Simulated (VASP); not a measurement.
**ZnGaP: relaxation of cell and atoms with PBE**

ZnGaP:

```xyz
3
Lattice="4.0159 0.0000 0.0000 -2.0080 3.4779 0.0000 0.0000 0.0000 4.4042" Properties=species:S:1:pos:R:3 pbc="T T T"
Zn    0.0000    0.0000    2.2021
Ga    2.0080    1.1593    0.0000
P     0.0000    2.3186    2.2021
```

The cell was built by a generator and needn't be a form met in nature.

```
Program                : VASP 6.6.1
Task                   : relaxation of cell and atoms
Functional             : PBE
Potentials or basis    : VASP PAW PBE potentials, release 64 (Zn, Ga_d, P)
Cutoff                 : 600 eV
k mesh                 : 8 × 8 × 6
Occupations            : gaussian, width 0.05 eV
Spin                   : no spin polarisation
Further INCAR settings : ALGO = Normal; EDIFF = 1e-07; IBRION = 2; EDIFFG = -0.005; NSW = 60; ISIF = 3
```

```yaml
Energy_gained_by_relaxing: 0.0 meV/atom
Ionic_steps: 6
Pressure_after_relaxing: 0.0 GPa
Band_gap_on_the_k_mesh: none (metal or under the smearing width)
```

Step by step:
```
step  energy change (eV)  largest force (eV/Å)  pressure (GPa)  volume (Å³)
   1              0.0000                0.0002            0.10        61.51
   2             -0.0001                0.0001           -0.07        61.62
   3             -0.0001                0.0000           -0.04        61.62
   4             -0.0001                0.0001           -0.06        61.62
   5             -0.0001                0.0000           -0.03        61.58
   6             -0.0001                0.0001           -0.01        61.52
```

Final structure:
```xyz
3
Lattice="4.0209 0.0000 0.0000 -2.0105 3.4822 0.0000 0.0000 0.0000 4.3937" Properties=species:S:1:pos:R:3 pbc="T T T"
Zn    4.0209    0.0000    2.1969
Ga    2.0105    1.1607    0.0000
P     0.0000    2.3215    2.1969
```

Levels at points of the mesh, in eV from the Fermi level:
| k point | band 11 | band 12 | band 13 | band 14 | band 15 | band 16 | band 17 | band 18 | band 19 |
| --- | --- | --- | --- | --- | --- | --- | --- | --- | --- |
| (0.00, 0.00, 0.00) | -7.25 | -3.96 | -2.91 | -0.65 | -0.65 | 2.04 | 2.50 | 2.50 | 5.53 |
| (0.50, 0.00, 0.00) | -7.27 | -6.62 | -2.62 | -2.57 | -0.80 | 1.34 | 1.59 | 2.71 | 4.74 |
| (0.50, 0.50, 0.00) | -7.27 | -6.62 | -2.62 | -2.57 | -0.80 | 1.34 | 1.59 | 2.71 | 4.74 |
| (0.00, 0.00, 0.50) | -7.16 | -7.11 | -0.48 | -0.48 | 0.92 | 1.48 | 4.14 | 4.14 | 4.45 |
| (0.50, 0.00, 0.50) | -7.03 | -5.60 | -4.64 | -3.22 | -2.10 | 1.07 | 1.98 | 2.56 | 6.91 |
| (0.50, 0.50, 0.50) | -7.03 | -5.60 | -4.64 | -3.22 | -2.10 | 1.07 | 1.98 | 2.56 | 6.91 |

It took 4.5 min on 1 thread of Intel(R) Xeon(R) Platinum 8488C (Sapphire Rapids), on a shared host, peak memory 0.29 GiB.
